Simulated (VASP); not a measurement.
Given:

```
PbO
1.0
    0.00000     2.61151     2.61151
    2.61151     0.00000     2.61151
    2.61151     2.61151     0.00000
Pb O
1 1
Cartesian
  0.00000   0.00000   0.00000
  1.30576   1.30576   1.30576
```

These are PBEsol GGA, VASP's PBE PAW potentials (set 64) (plane waves; VASP) values and carry that method's errors. Settings: 620 eV cut-off, 12×12×12 Γ-centred mesh, first-order Methfessel-Paxton smearing of 0.10 eV, potentials Pb_d O.

Energy and stress use the plane-wave basis of the starting cell.

Problem. The ions, cell shape and volume at an external pressure of 30.0 GPa are relaxed. Give the cell that the relaxation ends in.

Solution. 
```
PbO
1.0
    0.00000     2.55678     2.55678
    2.55678     0.00000     2.55678
    2.55678     2.55678     0.00000
Pb O
1 1
Direct
  0.00000   0.00000   0.00000
  0.25000   0.25000   0.25000
```
Space group F-43m (216), at a tolerance of 0.03 Å.

Problem. How do energy and volume change from the first to the last step?

Solution. The energy (σ→0) changes by +169.2 meV/atom and the volume by -6.2 %, in 4 ionic steps.

The structure was generated: PbO was put into the zinc blende type (F-43m), which need not be its known phase. This run relaxes it under an external pressure of 30 GPa. Symmetry was kept, so distortions that lower it aren't found.
